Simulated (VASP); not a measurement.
An input for Ansatz (written as the equivalent of a VASP run, and not itself run):

Ansatz 0.2 input:
```yaml
crystal:
  lattice:
    - [0.0000000, 3.6853088, 3.6853088]
    - [3.6853088, 0.0000000, 3.6853088]
    - [3.6853088, 3.6853088, 0.0000000]
  atoms:
    - { symbol: Sr, position: [0.0000000, 0.0000000, 0.0000000] }
    - { symbol: Te, position: [0.2500000, 0.2500000, 0.2500000] }
kpoints:
  mp_grid: { grid: [6, 6, 6] }
hamiltonian:
  xc: pbesol
  pseudopotentials: { kind: paw }
scf:
  occupations: { method: gaussian, width: 0.05 }
  max_iter: 100
relax:
  max_steps: 40
  f_tol: 0.02
  cell: {}
output: { forces: true, stress: true, eigenvalues: true }
```

Task: Translate this input to VASP (INCAR, KPOINTS, POSCAR, choice of POTCAR).

Result: One answer among several that fit: 
INCAR:
```
SYSTEM = SrTe
PREC = Accurate
ENCUT = 500
EDIFF = 1E-6
NELM = 100
ALGO = Normal
LREAL = .FALSE.
LASPH = .TRUE.
ISMEAR = 0
SIGMA = 0.05
GGA = PS
LMAXMIX = 4
LWAVE = .FALSE.
LCHARG = .FALSE.
IBRION = 2
ISIF = 3
NSW = 40
EDIFFG = -0.02
```

File POSCAR:
```
SrTe
1.0
  0.0000000000   3.6853088263   3.6853088263
  3.6853088263   0.0000000000   3.6853088263
  3.6853088263   3.6853088263   0.0000000000
Sr Te
1 1
direct
  0.0000000000   0.0000000000   0.0000000000
  0.2500000000   0.2500000000   0.2500000000
```

**KPOINTS**
```
Automatic mesh
0
Gamma
6 6 6
0 0 0
```

POTCAR, in this order: Sr_sv Te (PBE.64 set). Program: vasp_std.

What does not carry over: each code has its own PAW files, so the cut-off isn't converted (ENCUT is set for VASP's; basis.ecutwfc is left out, and Ansatz then takes the one that its files recommend); Ansatz stops its SCF on the density residual and VASP on the energy change (EDIFF).

The structure was generated: SrTe was put into the zinc blende type (F-43m), which need not be its known phase. It was relaxed first, which changed the volume by -12 %.
